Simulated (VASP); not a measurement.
Data:

```xyz
2
Lattice="0.0000 2.6298 2.6298 2.6298 0.0000 2.6298 2.6298 2.6298 0.0000" Properties=species:S:1:pos:R:3 pbc="T T T"
Al     0.0000     0.0000     0.0000
As     1.3149     1.3149     1.3149
```

Calculation: PBE GGA, VASP's PBE PAW potentials (set 64) (plane waves; VASP). Numerical set-up: 500 eV cut-off, 9×9×9 Γ-centred mesh, Gaussian smearing of 0.050 eV, potentials Al As.

**Question.** What does the run give for the energy per atom (σ→0), pressure?

**Answer.** 
- energy per atom (σ→0) = -4.293 eV/atom
- pressure = 299.6 kbar

Only differences to runs with the same potentials and settings are physical.

The compound is AlAs in the zinc blende structure. It was relaxed first under an external pressure of 30 GPa.
